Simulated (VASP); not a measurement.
# MnCd7Te8 (F-43m) in VASP: band structure with PBE

Aim: the band structure of MnCd7Te8 with PBE.

Everything below comes from runs of VASP 6.6.1. Logs are shortened: lines on timing, memory, paths and dates and some standing lists are left out, and cuts for length are marked.

### 1 The crystal as given

The structure is cubic, space group F-43m (No. 216). The conventional cell has a = 13.166 Å, b = 13.166 Å, c = 13.166 Å, α = 90.00°, β = 90.00°, γ = 90.00°. Mn (site symmetry -43m) is surrounded by 4 Te at 2.76 Å. Cd (site symmetry 2mm) is surrounded by 4 Te at 2.86 to 2.88 Å. Cd (site symmetry -43m) has 4 Te at 2.85 Å as nearest neighbours. Te (site symmetry 3m) has 1 Mn at 2.76 Å and 3 Cd at 2.88 Å as nearest neighbours. Te (site symmetry 3m) is surrounded by 4 Cd at 2.85 to 2.86 Å.

The cell was built by a generator and needn't be a form met in nature.

### 2 Band structure, PBE, collinear spin, ferromagnetic start

Input file INCAR:

```
PREC = Accurate
ENCUT = 520
EDIFF = 1E-6
ISMEAR = 0
SIGMA = 0.03
LREAL = F
LASPH = T
NELM = 150
ALGO = Normal
ISIF = 2
LWAVE = F
LCHARG = F
ISPIN = 2
MAGMOM = 4 0 0 0 0 0 0 0 0 0 0 0 0 0 0 0
LORBIT = 11
LMAXMIX = 4
GGA = PE
NBANDS = 90
AMIX = 0.2
BMIX = 1E-4
AMIX_MAG = 0.8
BMIX_MAG = 1E-4
ICORELEVEL = 1
KPAR = 4
```

Input file KPOINTS:

```
regular mesh
0
Gamma
  4 4 4
```

Input file POSCAR:

```
MnCd7Te8                                
1.0
   -6.5830622535      6.5830622535      0.0000000000
   -6.5830622535      0.0000000000      6.5830622535
   -0.0000000000      6.5830622535      6.5830622535
  Mn              Cd              Te            
     1     7     8
Direct
     0.0000000000000000    0.0000000000000000    0.0000000000000000
     0.5010949710960212    0.9989050289039788    0.9989050289039788
     0.9989050289039788    0.5010949710960212    0.9989050289039788
     0.9989050289039788    0.9989050289039788    0.5010949710960212
     0.5010949710960212    0.5010949710960212    0.9989050289039788
     0.5010949710960212    0.9989050289039788    0.5010949710960212
     0.9989050289039788    0.5010949710960212    0.5010949710960212
     0.5000000000000000    0.5000000000000000    0.5000000000000000
     0.8791106970758882    0.8791106970758882    0.3626679087723284
     0.3750067661650273    0.8749797015049109    0.3750067661650273
     0.8749797015049109    0.3750067661650273    0.3750067661650273
     0.8791106970758882    0.8791106970758882    0.8791106970758882
     0.3750067661650273    0.3750067661650273    0.3750067661650273
     0.3626679087723284    0.8791106970758882    0.8791106970758882
     0.8791106970758882    0.3626679087723284    0.8791106970758882
     0.3750067661650273    0.3750067661650273    0.8749797015049109
```

Input file KPOINTS_OPT:

```
explicit points
6
Reciprocal
 0.0000000000  0.0000000000  0.0000000000 1
 0.3750000000  0.3750000000  0.7500000000 1
 0.5000000000  0.5000000000  0.5000000000 1
 0.6250000000  0.2500000000  0.6250000000 1
 0.5000000000  0.2500000000  0.7500000000 1
 0.5000000000  0.0000000000  0.5000000000 1
```

Potentials or basis: VASP PAW PBE potentials, release 64 (Mn_pv, Cd, Te).

Command:

```bash
> cat potpaw_PBE.64/Mn_pv/POTCAR potpaw_PBE.64/Cd/POTCAR potpaw_PBE.64/Te/POTCAR > POTCAR
> mpirun -np 4 vasp_std > vasp.out
```

OUTCAR:

```text
PREC = Accurate
   ENCUT = 520
   EDIFF = 1E-6
   ISMEAR = 0
   LREAL = F
   LASPH = T
   NELM = 150
   ISIF = 2
   ISPIN = 2
   LORBIT = 11
   GGA = PE
   AMIX = 0.2
   AMIX_MAG = 0.8

 ion  position               nearest neighbor table
   1  0.000  0.000  0.000-   9 2.76  14 2.76  15 2.76  12 2.76
   2  0.501  0.999  0.999-  10 2.86  16 2.86  12 2.88  14 2.88
   3  0.999  0.501  0.999-  11 2.86  16 2.86  12 2.88  15 2.88
   4  0.999  0.999  0.501-  10 2.86  11 2.86  12 2.88   9 2.88
   5  0.501  0.501  0.999-  13 2.86  16 2.86  15 2.88  14 2.88
   6  0.501  0.999  0.501-  10 2.86  13 2.86   9 2.88  14 2.88
[... 8 lines left out ...]
  15  0.879  0.363  0.879-   1 2.76   5 2.88   7 2.88   3 2.88
  16  0.375  0.375  0.875-   8 2.85   3 2.86   5 2.86   2 2.86

  LATTYP: Found a face centered cubic cell.
 ALAT       =    13.1661245070

  Lattice vectors:

 A1 = (  -6.5830622535,   6.5830622535,   0.0000000000)
 A2 = (  -6.5830622535,   0.0000000000,   6.5830622535)
 A3 = (   0.0000000000,   6.5830622535,   6.5830622535)

Analysis of symmetry for initial positions (statically):
=====================================================================
 Subroutine PRICEL returns:
 Original cell was already a primitive cell.

 Routine SETGRP: Setting up the symmetry group for a
 face centered cubic supercell.

 Subroutine GETGRP returns: Found 24 space group operations
 (whereof 24 operations were pure point group operations)
 out of a pool of 48 trial point group operations.

The static configuration has the point symmetry T_d .

Analysis of symmetry for dynamics (positions and initial velocities):
=====================================================================
 Subroutine PRICEL returns:
 Original cell was already a primitive cell.

 Routine SETGRP: Setting up the symmetry group for a
 face centered cubic supercell.

 Subroutine GETGRP returns: Found 24 space group operations
 (whereof 24 operations were pure point group operations)
 out of a pool of 48 trial point group operations.

The dynamic configuration has the point symmetry T_d .

Analysis of structural, dynamic, and magnetic symmetry:
=====================================================================
 Subroutine PRICEL returns:
 Original cell was already a primitive cell.

 Routine SETGRP: Setting up the symmetry group for a
 face centered cubic supercell.

 Subroutine GETGRP returns: Found 24 space group operations
 (whereof 24 operations were pure point group operations)
 out of a pool of 48 trial point group operations.

The overall configuration has the point symmetry T_d .

 Subroutine INISYM returns: Found 24 space group operations
 (whereof 24 operations are pure point group operations),
 and found     1 'primitive' translations

----------------------------------------------------------------------------------------

                                     Primitive cell

  volume of cell :     570.5765

  direct lattice vectors                    reciprocal lattice vectors
    -6.583062253  6.583062253  0.000000000    -0.075952495  0.075952495 -0.075952495
    -6.583062253  0.000000000  6.583062253    -0.075952495 -0.075952495  0.075952495
     0.000000000  6.583062253  6.583062253     0.075952495  0.075952495  0.075952495

  length of vectors
     9.309855921  9.309855921  9.309855921     0.131553580  0.131553580  0.131553580

  position of ions in fractional coordinates (direct lattice)
     0.000000000  0.000000000  0.000000000
     0.501094971  0.998905029  0.998905029
     0.998905029  0.501094971  0.998905029
     0.998905029  0.998905029  0.501094971
     0.501094971  0.501094971  0.998905029
     0.501094971  0.998905029  0.501094971
[... 8 lines left out ...]
     0.879110697  0.362667909  0.879110697
     0.375006766  0.375006766  0.874979702

  ion indices of the primitive-cell ions
   primitive index   ion index
[... 95 lines left out ...]
   LORBIT       =     11    0 simple, 1 ext, 2 COOP (PROOUT), +10 PAW based schemes
   GGA     = PE    functional components
   LHFCALC =     F    Hartree Fock is set to
   AEXX    =    0.0000 exact exchange contribution
   IVDW    =     0    specifies the selected vdW correction
   LEPSILON=     F    determine dielectric tensor
   LRPA    =     F    only Hartree local field effects (RPA)
 spin polarized calculation
 Gauss-broadening in eV      SIGMA  =   0.03
  energy-cutoff  :      520.00
  volume of cell :      570.58
 maximum number of plane-waves:     15400
 NGX is ok and might be reduce to    70
   NGX = 35   NGY = 35   NGZ = 35

 number of electron     144.9999955 magnetization       5.0002398

 Free energy of the ion-electron system (eV)
  ---------------------------------------------------
  ext. energy  EPLUGINS =         0.00000000
  ---------------------------------------------------
  free energy    TOTEN  =       -46.01351687 eV

  energy without entropy =      -46.01351687  energy(sigma->0) =      -46.01351687

 the core state eigenenergies are
   1-  1s  -6420.3166  2s   -734.9594  2p   -621.2080  3s    -76.9757
   2-  1s -26513.8330  2s  -3930.9970  2p  -3526.2525  3s   -727.8659  3p   -595.1552
       3d   -387.6061  4s   -100.0421  4p    -61.0992
   3-  1s -26513.8330  2s  -3930.9970  2p  -3526.2525  3s   -727.8659  3p   -595.1552
       3d   -387.6061  4s   -100.0421  4p    -61.0992
   4-  1s -26513.8330  2s  -3930.9970  2p  -3526.2525  3s   -727.8659  3p   -595.1552
       3d   -387.6061  4s   -100.0421  4p    -61.0992
   5-  1s -26513.8330  2s  -3930.9970  2p  -3526.2525  3s   -727.8659  3p   -595.1552
       3d   -387.6061  4s   -100.0421  4p    -61.0992
   6-  1s -26513.8330  2s  -3930.9970  2p  -3526.2525  3s   -727.8659  3p   -595.1552
       3d   -387.6061  4s   -100.0421  4p    -61.0992
   7-  1s -26513.8330  2s  -3930.9970  2p  -3526.2525  3s   -727.8659  3p   -595.1552
       3d   -387.6061  4s   -100.0421  4p    -61.0992
   8-  1s -26513.7935  2s  -3930.9618  2p  -3526.2169  3s   -727.8315  3p   -595.1208
       3d   -387.5719  4s   -100.0089  4p    -61.0659
   9-  1s -31613.2288  2s  -4840.8022  2p  -4344.1990  3s   -957.0070  3p   -795.6650
       3d   -551.9164  4s   -156.4921  4p   -106.5282  4d    -33.8417
  10-  1s -31613.2073  2s  -4840.7814  2p  -4344.1781  3s   -956.9864  3p   -795.6444
       3d   -551.8958  4s   -156.4723  4p   -106.5085  4d    -33.8228
  11-  1s -31613.2073  2s  -4840.7814  2p  -4344.1781  3s   -956.9864  3p   -795.6444
       3d   -551.8958  4s   -156.4723  4p   -106.5085  4d    -33.8228
  12-  1s -31613.2288  2s  -4840.8022  2p  -4344.1990  3s   -957.0070  3p   -795.6650
       3d   -551.9164  4s   -156.4921  4p   -106.5282  4d    -33.8417
  13-  1s -31613.2073  2s  -4840.7814  2p  -4344.1781  3s   -956.9864  3p   -795.6444
       3d   -551.8958  4s   -156.4723  4p   -106.5085  4d    -33.8228
  14-  1s -31613.2288  2s  -4840.8022  2p  -4344.1990  3s   -957.0070  3p   -795.6650
       3d   -551.9164  4s   -156.4921  4p   -106.5282  4d    -33.8417
  15-  1s -31613.2288  2s  -4840.8022  2p  -4344.1990  3s   -957.0070  3p   -795.6650
       3d   -551.9164  4s   -156.4921  4p   -106.5282  4d    -33.8417
  16-  1s -31613.2073  2s  -4840.7814  2p  -4344.1781  3s   -956.9864  3p   -795.6444
       3d   -551.8958  4s   -156.4723  4p   -106.5085  4d    -33.8228

 E-fermi :   2.4195     XC(G=0):  -8.3465

 val. band max:        2.1897012027   @ k =   0.0000   0.0000   0.0000
 cond. band min:       2.7090896549   @ k =   0.0000   0.0000   0.0000
 fundamental gap:      0.5193884522
 Fermi energy:         2.4195343182

 spin component 1

 k-point     1 :       0.0000    0.0000    0.0000
  band No.  band energies     occupation
      1     -48.0022      1.00000
      2     -48.0022      1.00000
      3     -48.0022      1.00000
      4      -8.8773      1.00000
      5      -8.5301      1.00000
      6      -8.4992      1.00000
[... 685 lines left out ...]
     83       6.0226      0.00000
     84       6.0344      0.00000
 Fermi energy:         2.4195343182

 spin component 2

 k-point     1 :       0.0000    0.0000    0.0000
  band No.  band energies     occupation
      1     -43.5137      1.00000
      2     -43.5137      1.00000
      3     -43.5137      1.00000
      4      -8.8474      1.00000
      5      -8.4997      1.00000
      6      -8.4872      1.00000
[... 685 lines left out ...]
     83       6.0602      0.00000
     84       6.0665      0.00000
 [bands above 84 left out]

------------------------ aborting loop because EDIFF is reached ----------------------------------------

  FORCE on cell =-STRESS in cart. coord.  units (eV):
  Direction    XX          YY          ZZ          XY          YZ          ZX
  --------------------------------------------------------------------------------------
  -------------------------------------------------------------------------------------
  Total        0.1071250      0.1071250      0.1071250      0.0000000      0.0000000     -0.0000000
  in kB        0.3008069      0.3008069      0.3008069      0.0000000      0.0000000     -0.0000000
  external PRESSURE =       0.3008069 kB  Pullay stress =       0.0000000 kB

 VOLUME and BASIS-vectors are now :
 -----------------------------------------------------------------------------
  energy-cutoff  :      520.00
  volume of cell :      570.58
      direct lattice vectors                 reciprocal lattice vectors
    -6.583062253  6.583062253  0.000000000    -0.075952495  0.075952495 -0.075952495
    -6.583062253  0.000000000  6.583062253    -0.075952495 -0.075952495  0.075952495
     0.000000000  6.583062253  6.583062253     0.075952495  0.075952495  0.075952495

 POSITION                                       TOTAL-FORCE (eV/Angst)
 -----------------------------------------------------------------------------------
      0.00000      0.00000      0.00000         0.000000     -0.000000      0.000000
     -9.87459      9.87459     13.15171         0.000000     -0.000000     -0.001737
     -9.87459     13.15171      9.87459         0.000000     -0.001737      0.000000
    -13.15171      9.87459      9.87459         0.001737     -0.000000      0.000000
     -6.59748      9.87459      9.87459        -0.001737     -0.000000      0.000000
     -9.87459      6.59748      9.87459         0.000000      0.001737      0.000000
[... 8 lines left out ...]
     -8.17471     11.57448      8.17471        -0.000733     -0.000733      0.000733
     -4.93739      8.22874      8.22874         0.002038      0.002038      0.002038
 -----------------------------------------------------------------------------------
    total drift:                               -0.000004      0.000004      0.000004

  FREE ENERGIE OF THE ION-ELECTRON SYSTEM (eV)
  ---------------------------------------------------
  free  energy   TOTEN  =       -46.0135168721 eV

  energy  without entropy=      -46.0135168721  energy(sigma->0) =      -46.01351687

 total charge

# of ion       s       p       d       tot
------------------------------------------
    1        0.262   6.172   4.905  11.340
    2        0.462   0.282   9.533  10.277
    3        0.462   0.282   9.533  10.277
    4        0.462   0.282   9.533  10.277
    5        0.462   0.282   9.533  10.277
    6        0.462   0.282   9.533  10.277
[... 8 lines left out ...]
   15        1.350   2.042   0.019   3.411
   16        1.353   2.036   0.018   3.408
--------------------------------------------------
tot         14.313  24.468  71.782 110.563

 magnetization (x)

# of ion       s       p       d       tot
------------------------------------------
    1        0.042   0.048   4.151   4.241
    2        0.005   0.004   0.001   0.011
    3        0.005   0.004   0.001   0.011
    4        0.005   0.004   0.001   0.011
    5        0.005   0.004   0.001   0.011
    6        0.005   0.004   0.001   0.011
[... 8 lines left out ...]
   15        0.003   0.012   0.004   0.019
   16        0.001   0.004   0.000   0.004
--------------------------------------------------
tot          0.087   0.138   4.174   4.399
```

Run time: 9.2 min. Hardware: 4 MPI ranks of Intel Xeon 6975P-C (Granite Rapids), shared host; peak memory 1.4 GiB.

What came out:

```yaml
Free_energy: -46.0135 eV
Pressure: 0.0 GPa
Largest_force: 0.004 eV/Å
Band_gap_on_the_k_mesh: 0.52 eV, direct
Band_gap_along_the_path: 0.52 eV, direct
Net_moment: 5.00 μB per cell
Site_moments: Mn +4.24; Cd +0.01, +0.00; Te +0.02, +0.00 μB
Valence_electrons_inside_the_program's_atomic_spheres: Mn 11.34; Cd 10.28, 10.29; Te 3.41
```

Forces in eV/Å, atoms in the order of the input:
```
Mn   0.000  0.000  0.000
Cd   0.000  0.000 -0.002
Cd   0.000 -0.002  0.000
Cd   0.002  0.000  0.000
Cd  -0.002  0.000  0.000
Cd   0.000  0.002  0.000
Cd   0.000  0.000  0.002
Cd   0.000  0.000  0.000
Te   0.001  0.001  0.001
Te  -0.002 -0.002  0.002
Te  -0.002  0.002 -0.002
Te   0.001 -0.001 -0.001
Te   0.002 -0.002 -0.002
Te  -0.001  0.001 -0.001
Te  -0.001 -0.001  0.001
Te   0.002  0.002  0.002
```

Core levels (eV, on the scale of the bands):
```tsv
atom	levels
1 Mn	1s -6420.3, 2s -735.0, 2p -621.2, 3s -77.0
2 Cd	1s -26513.8, 2s -3931.0, 2p -3526.3, 3s -727.9, 3p -595.2, 3d -387.6, 4s -100.0, 4p -61.1
3 Cd	1s -26513.8, 2s -3931.0, 2p -3526.3, 3s -727.9, 3p -595.2, 3d -387.6, 4s -100.0, 4p -61.1
4 Cd	1s -26513.8, 2s -3931.0, 2p -3526.3, 3s -727.9, 3p -595.2, 3d -387.6, 4s -100.0, 4p -61.1
5 Cd	1s -26513.8, 2s -3931.0, 2p -3526.3, 3s -727.9, 3p -595.2, 3d -387.6, 4s -100.0, 4p -61.1
6 Cd	1s -26513.8, 2s -3931.0, 2p -3526.3, 3s -727.9, 3p -595.2, 3d -387.6, 4s -100.0, 4p -61.1
```

Caveat: spin-orbit coupling is left out, which moves the levels of the heavy elements; a cell with one magnetic atom can't hold antiferromagnetic order, which such compounds often take. Expect the measured gap to be larger: semilocal functionals such as PBE lack the derivative discontinuity.
